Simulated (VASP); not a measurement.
All values below come from HSE06 screened hybrid with D3 dispersion (Becke-Johnson damping), VASP's PBE PAW potentials (set 64) (plane waves; VASP).

Input for VASP

POSCAR:
```
Si
1.0
  0.0000000000   2.7218500000   2.7218500000
  2.7218500000   0.0000000000   2.7218500000
  2.7218500000   2.7218500000   0.0000000000
Si
2
Cart
  1.3609250000   1.3609250000   1.3609250000
  0.0000000000   0.0000000000   0.0000000000
```

**KPOINTS**
```
Automatic mesh
0
Gamma
3 3 3
0 0 0
```

**INCAR**
```
SYSTEM = Si
PREC = Accurate; ENCUT = 300; LREAL = .FALSE.
LASPH = .TRUE.; ISYM = 3
EDIFF = 1E-6; NELM = 100; ALGO = Normal
ISMEAR = 0; SIGMA = 0.01
GGA = PE; IVDW = 12; LHFCALC = .TRUE.
AEXX = 0.25; HFSCREEN = 0.2; PRECFOCK = Fast
ISIF = 2
LWAVE = .FALSE.; LCHARG = .FALSE.
```

POTCAR, in this order: Si (PBE.64 set). Program: vasp_std.

The run wrote:

**stdout**
```
 POSCAR found type information on POSCAR Si
 POSCAR found :  1 types and       2 ions
 Reading from existing POTCAR
 Reading from existing POTCAR

 -----------------------------------------------------------------------------
|                                                                             |
|     EEEEEEE  RRRRRR   RRRRRR   OOOOOOO  RRRRRR      ###     ###     ###     |
|     E        R     R  R     R  O     O  R     R     ###     ###     ###     |
|     E        R     R  R     R  O     O  R     R     ###     ###     ###     |
|     EEEEE    RRRRRR   RRRRRR   O     O  RRRRRR       #       #       #      |
|     E        R   R    R   R    O     O  R   R                               |
|     E        R    R   R    R   O     O  R    R      ###     ###     ###     |
|     EEEEEEE  R     R  R     R  OOOOOOO  R     R     ###     ###     ###     |
|                                                                             |
|     Unsupported xc functional, please specify VDW_S6, VDW_S8, VDW_A1        |
|     and VDW_A2 in the INCAR file.                                           |
|                                                                             |
|       ---->  I REFUSE TO CONTINUE WITH THIS SICK JOB ... BYE!!! <----       |
|                                                                             |
 -----------------------------------------------------------------------------
```

VASP stops with an error: Unsupported xc functional, please specify VDW_S6, VDW_S8, VDW_A1 and VDW_A2 in the INCAR file. ----> I REFUSE TO CONTINUE WITH THIS SICK JOB ... BYE!!! <----

The structure comes from a computed database's Si entry; how it stands against other phases isn't given here. The cell was not relaxed at this level. The k-mesh is coarse (spacing up to 0.67 per Å, 2π included), so the numbers may not be converged in it. The run is one of a series of settings (AEXX = 0.25, HFSCREEN = 0.2, ISYM = 3, IVDW = 12, LHFCALC = .TRUE., PRECFOCK = Fast, KPOINTS 3×3×3 Γ-centred mesh against the base run), some of them coarse on purpose.
